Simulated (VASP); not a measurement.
Output of a VASP run:

**OSZICAR**
```
       N       E                     dE             d eps       ncg     rms          rms(c)
DAV:   1     0.122307423907E+03    0.12231E+03   -0.82895E+03  1011   0.135E+03
DAV:   2    -0.579575456883E+01   -0.12810E+03   -0.12469E+03  1009   0.326E+02
DAV:   3    -0.108913852797E+02   -0.50956E+01   -0.50609E+01  1156   0.721E+01
DAV:   4    -0.109840670582E+02   -0.92682E-01   -0.92655E-01  1307   0.882E+00
DAV:   5    -0.109866885321E+02   -0.26215E-02   -0.26214E-02  1292   0.126E+00    0.680E+00
DAV:   6    -0.107823930012E+02    0.20430E+00   -0.68789E-01  1128   0.104E+01    0.321E+00
DAV:   7    -0.107401234701E+02    0.42270E-01   -0.11033E-01  1361   0.548E+00    0.172E+00
DAV:   8    -0.107266210271E+02    0.13502E-01   -0.31887E-02  1275   0.177E+00    0.400E-01
DAV:   9    -0.107254963452E+02    0.11247E-02   -0.19581E-03  1240   0.823E-01    0.723E-02
DAV:  10    -0.107254680018E+02    0.28343E-04   -0.47397E-05  1424   0.955E-02    0.277E-02
DAV:  11    -0.107254652009E+02    0.28008E-05   -0.40626E-06  1058   0.190E-02    0.663E-03
DAV:  12    -0.107254651357E+02    0.65198E-07   -0.21505E-07   788   0.528E-03
   1 F= -.10725465E+02 E0= -.10641798E+02  d E =-.167335E+00
```

### OUTCAR
```
------------------------ aborting loop because EDIFF is reached ----------------------------------------
  FORCE on cell =-STRESS in cart. coord.  units (eV):
  Direction    XX          YY          ZZ          XY          YZ          ZX
  --------------------------------------------------------------------------------------
  Total       -1.3421887     -1.3431587     -1.3471094     -0.0002187     -0.0054167      0.0004969
  in kB      -61.3948659    -61.4392376    -61.6199503     -0.0100029     -0.2477732      0.0227286
  external PRESSURE =     -61.4846846 kB  Pullay stress =       0.0000000 kB
  volume of cell :       35.03
      direct lattice vectors                 reciprocal lattice vectors
     3.271880000  0.000000000  0.000000000     0.305634681  0.000000000  0.000000000
     0.000000000  3.271880000  0.000000000     0.000000000  0.305634681  0.000000000
     0.000000000  0.000000000  3.271880000     0.000000000  0.000000000  0.305634681
 POSITION                                       TOTAL-FORCE (eV/Angst)
 -----------------------------------------------------------------------------------
      3.27138      0.00556      3.25950         0.003436     -0.037954      0.084262
      1.63644      1.63038      1.64832        -0.003436      0.037954     -0.084262
 -----------------------------------------------------------------------------------
    total drift:                               -0.000107      0.001070     -0.002386
  FREE ENERGIE OF THE ION-ELECTRON SYSTEM (eV)
  ---------------------------------------------------
  free  energy   TOTEN  =       -10.7254651357 eV

  energy  without entropy=      -10.5581299277  energy(sigma->0) =      -10.64179753
```
(Selected blocks of OUTCAR.)

File POSCAR:
```
InPd
1
    3.2718800000     0.0000000000     0.0000000000
    0.0000000000     3.2718800000     0.0000000000
    0.0000000000     0.0000000000     3.2718800000
In Pd
1 1
Direct
 -0.0001540000   0.0017000000  -0.0037840000
  0.5001540000   0.4983000000   0.5037840000
```

Task: Write an INCAR and KPOINTS that could have produced this output.

Result: One answer among several that fit: the input of the run itself, LDA (Ceperley-Alder, Perdew-Zunger), plane waves, VASP's LDA PAW potentials (set 64).

### INCAR
```
LCHARG = .False.
SYSTEM = InPd
SIGMA = 0.5   ! width (eV)
EDIFF = 1E-6   ! SCF stop (eV)
ISMEAR = 0
ENCUT = 300   ! plane-wave cut-off (eV)
PREC = Accurate
LMAXMIX = 4
LASPH = .True.
NELM = 100   ! most electronic steps
ALGO = Normal   ! blocked Davidson
LWAVE = .False.
LREAL = .False.   ! projection in real space or not
ISIF = 2
```

File KPOINTS:
```
Automatic mesh
0
Gamma
4 4 4
0.5 0.5 0.5
```

POTCAR, in this order: In_d Pd (LDA.64 set). Program: vasp_std.

At this cut-off the stress carries a Pulay error, which pulls relaxed volumes low.

The structure comes from a computed database's InPd entry; how it stands against other phases isn't given here. The cell was not relaxed at this level, atoms are displaced from their ideal sites. The k-mesh is coarse (spacing up to 0.48 per Å, 2π included), so the numbers may not be converged in it. The run is one of a series of settings (ISMEAR = 0, SIGMA = 0.5, KPOINTS 4×4×4 Γ-centred mesh shifted by (0.5, 0.5, 0.5) against the base run), some of them coarse on purpose. The electron count is odd and the run is not spin-polarised, which forces a metal.
